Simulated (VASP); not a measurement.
WC: relaxation of the volume alone with LDA

WC:

```
W C
1.0
     0.00000    2.88680    2.88680
     2.88680    0.00000    2.88680
     2.88680    2.88680    0.00000
W C
2 2
Direct
  0.50000 0.50000 0.50000
  0.75000 0.75000 0.75000
  0.00000 0.00000 0.00000
  0.25000 0.25000 0.25000
```

The cell was built by a generator and needn't be a form met in nature.

```yaml
Program: VASP 6.6.1
Task: relaxation of the volume alone
Functional: LDA
Potentials_or_basis: VASP PAW LDA potentials, release 64 (W_sv, C)
Cutoff: 600 eV
k_mesh: 6 × 6 × 6
Occupations: tetrahedron
Spin: no spin polarisation
Further_INCAR_settings: ALGO = Normal; EDIFF = 1e-06; IBRION = 2; EDIFFG = -0.02; NSW = 60; ISIF = 7
```

The relaxed volume is 11.54 Å³/atom and the relaxed cell is a = 4.027 Å, b = 4.027 Å, c = 4.027 Å, α = 60.00°, β = 60.00°, γ = 60.00°. The space group after relaxing (to 0.05 Å) is Fd-3m (No. 227), the energy gained by relaxing is 17.1 meV/atom and the ionic steps are 3. The pressure after relaxing is -0.1 GPa and the band gap on the k mesh is none (metal or under the smearing width).

The path:
| step | energy change (eV) | largest force (eV/Å) | pressure (GPa) | volume (Å³) |
| --- | --- | --- | --- | --- |
| 1 | 0.0000 | 0.0000 | -10.38 | 48.11 |
| 2 | 0.1568 | 0.0000 | 23.82 | 42.89 |
| 3 | -0.0685 | 0.0000 | -0.13 | 46.17 |

Final structure:
```
W C
1.0
     0.00000    2.84736    2.84736
     2.84736    0.00000    2.84736
     2.84736    2.84736    0.00000
W C
2 2
Direct
  0.50000 0.50000 0.50000
  0.75000 0.75000 0.75000
  0.00000 0.00000 0.00000
  0.25000 0.25000 0.25000
```

Levels at points of the mesh, in eV from the Fermi level:
```tsv
k point	band 16	band 17	band 18	band 19	band 20	band 21
(0.00, 0.00, 0.00)	-3.09	-3.09	-3.09	1.45	1.45	1.45
(0.50, 0.00, 0.00)	-2.46	0.50	0.50	1.53	1.53	1.65
(0.50, 0.50, 0.00)	-1.77	-0.37	-0.37	-0.37	-0.37	0.30
```

Wall time 59 s on 1 thread of Intel(R) Xeon(R) Platinum 8488C (Sapphire Rapids), with other jobs on the host, peak memory 0.18 GiB.

Caveat: tetrahedron occupations give inexact forces and stress in metals. The run has no spin-orbit coupling, so splittings on W are missing.
